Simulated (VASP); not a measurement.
These are rev-vdW-DF2, VASP's PBE PAW potentials (set 64) (plane waves; VASP) values and carry that method's errors.

A VASP calculation is set up with these files.

File POSCAR:
```
GaSb
1.0
  0.0000000000   3.0500000000   3.0500000000
  3.0500000000   0.0000000000   3.0500000000
  3.0500000000   3.0500000000   0.0000000000
Ga Sb
1 1
Cartesian
  0.0000000000   0.0000000000   0.0000000000
  1.5250000000   1.5250000000   1.5250000000
```

### KPOINTS
```
kpoints
0
G
 7 7 7
0 0 0
```

### INCAR
```
AGGAC = 0.0
ALGO = Normal
EDIFF = 1E-6
EDIFFG = -0.01
ENCUT = 520
GGA = MK
IBRION = 2
ISIF = 3
ISMEAR = 0
LASPH = .TRUE.
LCHARG = .FALSE.
LMAXMIX = 4
LREAL = .FALSE.
LUSE_VDW = .TRUE.
LWAVE = .FALSE.
NELM = 100
NSW = 60
PARAM1 = 0.1234568
PARAM2 = 0.7114
PREC = Accurate
SIGMA = 0.05
SYSTEM = GaSb
ZAB_VDW = -1.8867
```

POTCAR, in this order: Ga_d Sb (PBE.64 set). Program: vasp_std.

Output of the run:

**OSZICAR**
```
       N       E                     dE             d eps       ncg     rms          rms(c)
DAV:   1     0.832675035927E+02    0.83268E+02   -0.89052E+03   520   0.177E+03
DAV:   2     0.293226943677E+01   -0.80335E+02   -0.78457E+02   595   0.312E+02
DAV:   3    -0.256487227799E+01   -0.54971E+01   -0.54761E+01   650   0.719E+01
DAV:   4    -0.266395353172E+01   -0.99081E-01   -0.99031E-01   581   0.109E+01
DAV:   5    -0.266691063868E+01   -0.29571E-02   -0.29571E-02   681   0.166E+00    0.299E+00
DAV:   6    -0.261055986741E+01    0.56351E-01   -0.71791E-02   692   0.461E+00    0.179E+00
DAV:   7    -0.258947380624E+01    0.21086E-01   -0.56354E-02   585   0.204E+00    0.307E-01
DAV:   8    -0.258971918061E+01   -0.24537E-03   -0.43221E-03   630   0.938E-01    0.893E-02
DAV:   9    -0.258993125236E+01   -0.21207E-03   -0.47054E-04   581   0.225E-01    0.306E-02
DAV:  10    -0.258993783012E+01   -0.65778E-05   -0.21853E-05   628   0.378E-02    0.111E-02
DAV:  11    -0.258994723144E+01   -0.94013E-05   -0.10686E-05   540   0.326E-02    0.503E-03
DAV:  12    -0.258994738545E+01   -0.15402E-06   -0.30466E-07   400   0.672E-03
   1 F= -.25899474E+01 E0= -.25898200E+01  d E =-.258995E+01
       N       E                     dE             d eps       ncg     rms          rms(c)
DAV:   1    -0.296233876362E+01   -0.37239E+00   -0.52253E+00   670   0.438E+01    0.337E+00
DAV:   2    -0.268299511571E+01    0.27934E+00   -0.49496E-01   640   0.132E+01    0.160E+00
DAV:   3    -0.260918149111E+01    0.73814E-01   -0.11168E-01   675   0.589E+00    0.301E-01
DAV:   4    -0.260215700341E+01    0.70245E-02   -0.10351E-02   610   0.171E+00    0.110E-01
DAV:   5    -0.260156462637E+01    0.59238E-03   -0.66937E-04   613   0.361E-01    0.388E-02
DAV:   6    -0.260149962956E+01    0.64997E-04   -0.20807E-04   615   0.280E-01    0.142E-02
DAV:   7    -0.260149845405E+01    0.11755E-05   -0.29289E-05   659   0.972E-02    0.502E-03
DAV:   8    -0.260149880959E+01   -0.35554E-06   -0.24104E-06   407   0.206E-02
   2 F= -.26014988E+01 E0= -.26013864E+01  d E =-.115514E-01
       N       E                     dE             d eps       ncg     rms          rms(c)
DAV:   1    -0.262167406605E+01   -0.20176E-01   -0.26149E-01   670   0.910E+00    0.790E-01
DAV:   2    -0.260665595492E+01    0.15018E-01   -0.30667E-02   650   0.357E+00    0.360E-01
DAV:   3    -0.260298306579E+01    0.36729E-02   -0.44736E-03   683   0.114E+00    0.833E-02
DAV:   4    -0.260258866880E+01    0.39440E-03   -0.43518E-04   614   0.309E-01    0.268E-02
DAV:   5    -0.260255482372E+01    0.33845E-04   -0.29052E-05   635   0.740E-02    0.698E-03
DAV:   6    -0.260255400913E+01    0.81458E-06   -0.38981E-06   455   0.352E-02
   3 F= -.26025540E+01 E0= -.26024416E+01  d E =-.126066E-01
```

OUTCAR:
```
------------------------ aborting loop because EDIFF is reached ----------------------------------------
  FORCE on cell =-STRESS in cart. coord.  units (eV):
  Direction    XX          YY          ZZ          XY          YZ          ZX
  --------------------------------------------------------------------------------------
  Total       -0.0039599     -0.0039599     -0.0039599      0.0000000      0.0000000      0.0000000
  in kB       -0.1076891     -0.1076891     -0.1076891      0.0000000      0.0000000      0.0000000
  external PRESSURE =      -0.1076891 kB  Pullay stress =       0.0000000 kB
  volume of cell :       58.91
      direct lattice vectors                 reciprocal lattice vectors
    -0.000000000  3.088373254  3.088373254    -0.161897529  0.161897529  0.161897529
     3.088373254  0.000000000  3.088373254     0.161897529 -0.161897529  0.161897529
     3.088373254  3.088373254  0.000000000     0.161897529  0.161897529 -0.161897529
  FREE ENERGIE OF THE ION-ELECTRON SYSTEM (eV)
  ---------------------------------------------------
  free  energy   TOTEN  =        -2.6025540091 eV

  energy  without entropy=       -2.6023291369  energy(sigma->0) =       -2.60244157

 reached required accuracy - stopping structural energy minimisation
```
(Selected blocks of OUTCAR.)

CONTCAR:
```
GaSb
   1.00000000000000
    -0.0000000000000000    3.0883732541760915    3.0883732541760915
     3.0883732541760915    0.0000000000000000    3.0883732541760915
     3.0883732541760915    3.0883732541760915    0.0000000000000000
  Ga              Sb
     1     1
Direct
     0.0000000000000000    0.0000000000000000    0.0000000000000000
     0.2500000000000000    0.2500000000000000    0.2500000000000000
```

Energy and stress use the plane-wave basis of the starting cell.

The compound is GaSb in the zinc blende structure. This run relaxes it. Symmetry was kept, so distortions that lower it aren't found.
